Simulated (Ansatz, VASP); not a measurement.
## BiB in VASP and in Ansatz

```xyz
4
Lattice="3.8656 0.0000 0.0000 -1.9328 3.3477 0.0000 0.0000 0.0000 6.6942" Properties=species:S:1:pos:R:3 pbc="T T T"
B     0.0000    2.2318    0.0122
B     1.9328    1.1159    3.3593
Bi    0.0000    2.2318    2.4982
Bi    1.9328    1.1159    5.8453
```

Change from the starting cell: uniaxial_z strain +5.0%.

Alike in both runs: task single point; functional PBE; k mesh 12 × 12 × 4; occupations fermi-dirac, width 0.02 eV; no spin polarisation.

```csv
,VASP,Ansatz
version,VASP 6.6.1,Ansatz 0.2.0
potentials or method,"VASP PAW PBE potentials, release 64 (B, Bi_d)","plane waves, PAW"
plane-wave cutoff (eV),520,420
valence electrons in the cell,36,36
```

VASP gave:

```
pressure (GPa)                                  : -2.0
largest component of the traceless stress (GPa) : 5.12
rms of the force components (eV/Å)              : 0.011
```

Problem. Which values does Ansatz return?

Solution. Pressure (GPa): -1.9; largest component of the traceless stress (GPa): 5.13; rms of the force components (eV/Å): 0.012.

Atom by atom the forces differ by 0.001 eV/Å (rms over components).
